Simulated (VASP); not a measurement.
# BAs: relaxation of cell and atoms with LDA

The system is BAs.

```
B As
1.0
     0.00000    2.39000    2.39000
     2.39000    0.00000    2.39000
     2.39000    2.39000    0.00000
B As
1 1
Direct
  0.00000 0.00000 0.00000
  0.25000 0.25000 0.25000
```

The cell was built by a generator and needn't be a form met in nature.

```
Program                : VASP 6.6.1
Task                   : relaxation of cell and atoms
Functional             : LDA
Potentials or basis    : VASP PAW LDA potentials, release 64 (B, As)
Cutoff                 : 600 eV
k mesh                 : 4 × 4 × 4
Occupations            : gaussian, width 0.01 eV
Spin                   : no spin polarisation
Dipole correction      : no
Further INCAR settings : ALGO = Normal; EDIFF = 1e-07; IBRION = 2; EDIFFG = -0.002; NSW = 80; ISIF = 3
```

```json
{
  "Relaxed volume": "13.39 Å³/atom",
  "Relaxed cell": "a = 3.358 Å, b = 3.358 Å, c = 3.358 Å, α = 60.00°, β = 60.00°, γ = 60.00°",
  "Space group after relaxing (to 0.05 Å)": "F-43m (No. 216)",
  "Energy gained by relaxing": "2.4 meV/atom",
  "Ionic steps": "3",
  "Pressure after relaxing": "0.0 GPa",
  "Band gap on the k mesh": "1.30 eV, indirect (least direct gap 3.25 eV)"
}
```

The path:
```tsv
step	energy change (eV)	largest force (eV/Å)	pressure (GPa)	volume (Å³)
1	0.0000	0.0000	-2.79	27.30
2	-0.0020	0.0000	2.26	26.37
3	-0.0047	0.0000	-0.01	26.77
```

Final structure:
```
CELL_PARAMETERS angstrom
0.00000 2.37434 2.37434
2.37434 0.00000 2.37434
2.37434 2.37434 0.00000
ATOMIC_POSITIONS crystal
B 0.00000 0.00000 0.00000
As 0.25000 0.25000 0.25000
```

Levels at points of the mesh, in eV from the valence-band top:
```csv
k point,band 2,band 3,band 4,band 5,band 6,band 7
"(0.00, 0.00, 0.00)",0.00,0.00,0.00,3.25,3.25,3.25
"(0.50, 0.00, 0.00)",-8.90,-1.85,-1.85,2.79,4.75,4.75
"(0.50, 0.50, 0.00)",-8.54,-4.16,-4.16,1.30,1.37,11.40
```

It took 4.7 s on 1 thread of AMD EPYC 9R45 (Zen 5), on a shared host, peak memory 0.11 GiB.

Caveat: the k mesh is coarse (spacing up to 0.57 Å⁻¹), so the values aren't converged. A k mesh can miss the band edges.
